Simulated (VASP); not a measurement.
These are r2SCAN meta-GGA, VASP's PBE PAW potentials (set 64) (plane waves; VASP 6.6.1) values and carry that method's errors.

Input for VASP

### POSCAR
```
AlGaN2
1
    3.1450573560     0.0000000000     0.0000000000
   -1.5725286780     2.7236991847     0.0000000000
    0.0000000000     0.0000000000     5.0975492407
Al Ga N
1 1 2
Direct
  0.0000000000   0.0000000000   0.9993531727
  0.6666670000   0.3333330000   0.4974074729
  0.6666670000   0.3333330000   0.1115407074
  0.0000000000   0.0000000000   0.6280886470
```

**INCAR**
```
SYSTEM = AlGaN2
PREC = Accurate
ENCUT = 520
EDIFF = 1E-7
NELM = 100
ALGO = Normal
LREAL = .FALSE.
LASPH = .TRUE.
ISMEAR = -5
METAGGA = R2SCAN
LMIXTAU = .TRUE.
LMAXMIX = 4
LWAVE = .FALSE.
LCHARG = .FALSE.
LORBIT = 11
NEDOS = 601
ISIF = 2
LEFG = .TRUE.
```

**KPOINTS**
```
Automatic mesh
0
Gamma
9 9 5
0 0 0
```

### KPOINTS_OPT
```
k-points along high-symmetry lines
6
Line-mode
Reciprocal
  0.000000   0.000000   0.000000 ! GAMMA
  0.500000   0.000000   0.000000 ! M

  0.500000   0.000000   0.000000 ! M
  0.333333   0.333333   0.000000 ! K

  0.333333   0.333333   0.000000 ! K
  0.000000   0.000000   0.000000 ! GAMMA

  0.000000   0.000000   0.000000 ! GAMMA
  0.000000   0.000000   0.500000 ! A

  0.000000   0.000000   0.500000 ! A
  0.500000   0.000000   0.500000 ! L

  0.500000   0.000000   0.500000 ! L
  0.333333   0.333333   0.500000 ! H

  0.333333   0.333333   0.500000 ! H
  0.000000   0.000000   0.500000 ! A

  0.500000   0.000000   0.500000 ! L
  0.500000   0.000000   0.000000 ! M

  0.333333   0.333333   0.500000 ! H
  0.333333   0.333333   0.000000 ! K
```

POTCAR, in this order: Al Ga_d N (PBE.64 set). Program: vasp_std.

Problem. What will the output report for the number of irreducible k-points (NKPTS), number of bands (NBANDS), largest plane-wave count, number of space-group operations, FFT grid (NGX, NGY, NGZ)?

Solution. 
* **number of irreducible k-points (NKPTS)**: 50
* **number of bands (NBANDS)**: 17
* **largest plane-wave count**: 1194
* **number of space-group operations**: 6
* **FFT grid (NGX, NGY, NGZ)**: 24 × 24 × 40

The structure comes from a computed database's AlGaN2 entry (P3m1); how it stands against other phases isn't given here. It was relaxed first.
